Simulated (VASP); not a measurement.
Calculation: PBEsol GGA, VASP's PBE PAW potentials (set 64) (plane waves; VASP 6.6.1).

A VASP calculation is set up with these files.

File POSCAR:
```
Pt(110) slab
1.0
  2.7685590368   0.0000000000   0.0000000000
  0.0000000000   3.9153331479   0.0000000000
  0.0000000000   0.0000000000  26.0563762971
Pt
8
Cart
  0.0000000000   0.0000000000   8.3152070562
  1.3842795184   1.9576665740   9.4871471891
  0.0000000000   0.0000000000  10.9780229466
  1.3842795184   1.9576665740  12.3359354781
  0.0000000000   0.0000000000  13.7204408190
  1.3842795184   1.9576665740  15.0783533505
  0.0000000000   0.0000000000  16.5692291080
  1.3842795184   1.9576665740  17.7411692409
```

KPOINTS:
```
Automatic mesh
0
Gamma
10 7 1
0 0 0
```

**INCAR**
```
ALGO=Normal
DIPOL=0.5 0.5 0.5
EDIFF=1E-6
ENCUT=400
GGA=PS
IDIPOL=3
ISMEAR=1
LASPH=.TRUE.
LCHARG=.FALSE.
LDIPOL=.TRUE.
LMAXMIX=6
LORBIT=11
LREAL=.FALSE.
LVHAR=.TRUE.
LWAVE=.FALSE.
NELM=100
NELMIN=4
PREC=Normal
SIGMA=0.1
SYSTEM=Pt(110) slab
```

POTCAR, in this order: Pt (PBE.64 set). Program: vasp_std. Read from the step before: WAVECAR.

The run wrote:

OSZICAR:
```
       N       E                     dE             d eps       ncg     rms          rms(c)
DAV:   1    -0.525750962950E+02   -0.52575E+02   -0.24370E-02  2728   0.857E-01    0.100E+00
DAV:   2    -0.528921782808E+02   -0.31708E+00   -0.12033E+00  2856   0.612E+00    0.688E+00
DAV:   3    -0.525664117292E+02    0.32577E+00   -0.10792E+00  3168   0.526E+00    0.151E-01
DAV:   4    -0.525675900966E+02   -0.11784E-02   -0.10573E-02  2568   0.477E-01    0.116E-01
DAV:   5    -0.525675306109E+02    0.59486E-04   -0.74719E-04  2624   0.170E-01    0.644E-02
DAV:   6    -0.525675371834E+02   -0.65725E-05   -0.42341E-05  2760   0.407E-02    0.679E-02
DAV:   7    -0.525675322062E+02    0.49772E-05   -0.15771E-05  2752   0.259E-02    0.536E-02
DAV:   8    -0.525675224126E+02    0.97936E-05   -0.35032E-05  2664   0.375E-02    0.149E-02
DAV:   9    -0.525675205143E+02    0.18983E-05   -0.61967E-06  2112   0.179E-02    0.703E-03
DAV:  10    -0.525675207799E+02   -0.26553E-06   -0.67697E-07  1400   0.457E-03
   1 F= -.52567521E+02 E0= -.52564704E+02  d E =-.844985E-02
```

### OUTCAR
```
------------------------ aborting loop because EDIFF is reached ----------------------------------------
  FORCE on cell =-STRESS in cart. coord.  units (eV):
  Direction    XX          YY          ZZ          XY          YZ          ZX
  --------------------------------------------------------------------------------------
  Total       -5.8355969     -0.3617926     -0.1628806      0.0000000      0.0000000      0.0000000
  in kB      -33.1023893     -2.0522665     -0.9239394      0.0000000      0.0000000      0.0000000
  external PRESSURE =     -12.0261984 kB  Pullay stress =       0.0000000 kB
  volume of cell :      282.45
      direct lattice vectors                 reciprocal lattice vectors
     2.768559037  0.000000000  0.000000000     0.361198727  0.000000000  0.000000000
     0.000000000  3.915333148  0.000000000     0.000000000  0.255406108  0.000000000
     0.000000000  0.000000000 26.056376297     0.000000000  0.000000000  0.038378322
 POSITION                                       TOTAL-FORCE (eV/Angst)
 -----------------------------------------------------------------------------------
      0.00000      0.00000      8.31521         0.000000      0.000000      0.009352
      1.38428      1.95767      9.48715         0.000000      0.000000      0.012157
      0.00000      0.00000     10.97802         0.000000      0.000000     -0.023075
      1.38428      1.95767     12.33594         0.000000      0.000000     -0.013318
      0.00000      0.00000     13.72044         0.000000      0.000000      0.013318
      1.38428      1.95767     15.07835         0.000000      0.000000      0.023075
      0.00000      0.00000     16.56923         0.000000      0.000000     -0.012157
      1.38428      1.95767     17.74117         0.000000      0.000000     -0.009352
 -----------------------------------------------------------------------------------
    total drift:                                0.000000      0.000000     -0.000000
  FREE ENERGIE OF THE ION-ELECTRON SYSTEM (eV)
  ---------------------------------------------------
  free  energy   TOTEN  =       -52.5675207799 eV

  energy  without entropy=      -52.5590709305  energy(sigma->0) =      -52.56470416

 total charge

# of ion       s       p       d       tot
------------------------------------------
    1        0.642   0.438   8.072   9.152
    2        0.648   0.598   8.004   9.251
    3        0.637   0.618   8.031   9.286
    4        0.635   0.618   8.044   9.298
    5        0.635   0.618   8.044   9.298
    6        0.637   0.618   8.031   9.286
    7        0.648   0.598   8.004   9.251
    8        0.642   0.438   8.072   9.152
--------------------------------------------------
tot          5.123   4.546  64.303  73.972
```
(Selected blocks of OUTCAR.)

The cell is a thin slab with vacuum, built from Pt (fcc): (110) face.
